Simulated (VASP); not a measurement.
VASP input:

**INCAR**
```
# general
SYSTEM  = MnB
PREC    = Accurate
ENCUT   = 520
LREAL   = .FALSE.   # projection in real space or not
LASPH   = .TRUE.   # aspherical one-centre terms

# electronic loop
EDIFF   = 1E-6
NELM    = 100
ALGO    = Normal   # blocked Davidson
LMAXMIX = 4   # l cut-off of mixed one-centre charges
LMIXTAU = .TRUE.

# smearing
ISMEAR  = 0   # Gaussian
SIGMA   = 0.05

# functional
METAGGA = R2SCAN

# spin
ISPIN   = 2   # spin-polarised
MAGMOM  = -2.4 0.4

# ions
IBRION  = 2
NSW     = 60
ISIF    = 3   # ions, shape and volume
EDIFFG  = -0.01

# output
LWAVE   = .FALSE.
LCHARG  = .FALSE.
LORBIT  = 10
```

POSCAR:
```
MnB
1.0
  0.0000000000   2.2806199688   2.2806199688
  2.2806199688   0.0000000000   2.2806199688
  2.2806199688   2.2806199688   0.0000000000
Mn B
1 1
Cart
  4.5612399376   4.5612399376   4.5612399376
  1.1403099844   1.1403099844   1.1403099844
```

**KPOINTS**
```
Automatic mesh
0
Gamma
 9 9 9
```

POTCAR, in this order: Mn_pv B (PBE.64 set). Program: vasp_std.

Task: Translate this r2SCAN calculation to Ansatz.

Result: One equivalent input (not run):
Ansatz 0.2 input:
```yaml
crystal:
  lattice:
    - [0.0000000, 2.2806200, 2.2806200]
    - [2.2806200, 0.0000000, 2.2806200]
    - [2.2806200, 2.2806200, 0.0000000]
  atoms:
    - { symbol: Mn, position: [1.0000000, 1.0000000, 1.0000000], spin: -2.4 }
    - { symbol: B, position: [0.2500000, 0.2500000, 0.2500000], spin: 0.4 }
kpoints:
  mp_grid: { grid: [9, 9, 9] }
hamiltonian:
  xc: r2scan
  pseudopotentials: { kind: paw }
magnetization: { spin_polarized: true }
scf:
  occupations: { method: gaussian, width: 0.05 }
  max_iter: 100
relax:
  max_steps: 60
  f_tol: 0.01
  cell: {}
output: { forces: true, stress: true, eigenvalues: true }
```
The two are equivalent in intent, not identical: each code has its own PAW files, so the cut-off isn't converted (ENCUT is set for VASP's; basis.ecutwfc is left out, and Ansatz then takes the one that its files recommend); Ansatz stops its SCF on the density residual and VASP on the energy change (EDIFF).

The structure was generated: MnB was put into the zinc blende type (F-43m), which need not be its known phase. This run relaxes it. Symmetry was kept, so distortions that lower it aren't found. The start is the result of an earlier pass.
